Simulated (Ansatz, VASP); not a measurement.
One calculation of Na3SBr, two programs

INCAR

```
PREC = Accurate
ENCUT = 520
EDIFF = 1E-7
ISMEAR = 0
SIGMA = 0.05
LREAL = False
LASPH = True
NELM = 100
ALGO = Normal
ISIF = 2
LWAVE = False
LCHARG = True
GGA = PS
LELF = True
LVHAR = True
NBANDS = 25
```

KPOINTS

```
Automatic mesh
0
Gamma
  4 4 4
```

The input POSCAR:

```
Na3SBr
1.0
    5.1962231445      0.0000000000      0.0000000000
    0.0000000000      5.1962231445      0.0000000000
    0.0000000000      0.0000000000      5.1962231445
Br S Na
1 1 3
Direct
    0.0000000000      0.0000000000      0.0000000000
    0.5000000000      0.5000000000      0.5000000000
    0.5000000000      0.5000000000      0.0000000000
    0.5000000000      0.0000000000      0.5000000000
    0.0000000000      0.5000000000      0.5000000000
```

Input for Ansatz:

```yaml
crystal:
  lattice:
    - [5.1962231445, 0.0, 0.0]
    - [0.0, 5.1962231445, 0.0]
    - [0.0, 0.0, 5.1962231445]
  atoms:
    - { symbol: Br, position: [0.0, 0.0, 0.0] }
    - { symbol: S, position: [0.5, 0.5, 0.5] }
    - { symbol: Na, position: [0.5, 0.5, 0.0] }
    - { symbol: Na, position: [0.5, 0.0, 0.5] }
    - { symbol: Na, position: [0.0, 0.5, 0.5] }
basis:
  ecutwfc: 420
kpoints:
  mp_grid: { grid: [4, 4, 4] }
hamiltonian:
  xc: pbesol
scf:
  occupations: { method: gaussian, width: 0.05 }
output:
  forces: true
  stress: true
  eigenvalues: true
```

The cell comes from a database or a generator and needn't be the stable form of this composition.

Alike in both runs: task single point; functional PBEsol; k mesh 4 × 4 × 4; occupations gaussian, width 0.05 eV; no spin polarisation.

```csv
,VASP,Ansatz
version,VASP 6.6.1,Ansatz 0.2.0
potentials or method,"VASP PAW PBE potentials, release 64 (Br, S, Na_pv)","scalar-relativistic, plane waves, PAW"
plane-wave cutoff (eV),520,420
valence electrons in the cell,34,40
```

VASP gave:

- gap on the k mesh at the Fermi level (eV): 2.48
- least direct gap on the mesh (eV): 2.48
- pressure (GPa): 0.1

What did Ansatz give for the same quantities?

gap on the k mesh at the Fermi level (eV): 2.49; least direct gap on the mesh (eV): 2.49; pressure (GPa): 0.0.

The two sets of potentials don't hold the same shells in valence.

Caveats: the PAW data sets were made with another functional, which shifts forces and pressure a little (VASP). PBEsol gaps usually lie below the measured ones, often by a third to a half.
